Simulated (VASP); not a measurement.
## Be3CdS4 (ordered alloy cell): computed properties

These are PBEsol GGA, VASP's PBE PAW potentials (set 64) (plane waves; VASP) values and carry that method's errors.

* **space group**: P-43m (215)
* **cell**: a = 5.100 Å, b = 5.100 Å, c = 5.100 Å, α = 90.00°, β = 90.00°, γ = 90.00°
* **volume per atom**: 16.58 Å³/atom
* **band gap (over mesh and band path)**: 3.08 eV
* **smallest direct gap (over mesh and band path)**: 3.08 eV
* **band-edge character**: direct, Γ to Γ
* **density**: 3.35 g/cm³

```cif
data_Be3CdS4
_chemical_formula_sum 'Cd1 S4 Be3'
_space_group_name_H-M_alt 'P-43m'
_space_group_IT_number 215
_space_group_name_Hall 'P -4 2 3'
_cell_length_a 5.09967
_cell_length_b 5.09967
_cell_length_c 5.09967
_cell_angle_alpha 90.000
_cell_angle_beta 90.000
_cell_angle_gamma 90.000
loop_
_atom_site_label
_atom_site_type_symbol
_atom_site_symmetry_multiplicity
_atom_site_Wyckoff_symbol
_atom_site_fract_x
_atom_site_fract_y
_atom_site_fract_z
_atom_site_occupancy
Cd1 Cd 1 a 0.00000 0.00000 0.00000 1
S1 S 4 e 0.27445 0.27445 0.27445 1
Be1 Be 3 c 0.00000 0.50000 0.50000 1
```

The structure was generated: Be3CdS4 was put into an ordered model structure (P-43m), which need not be its known phase. It was relaxed first. Symmetry was kept, so distortions that lower it aren't found.
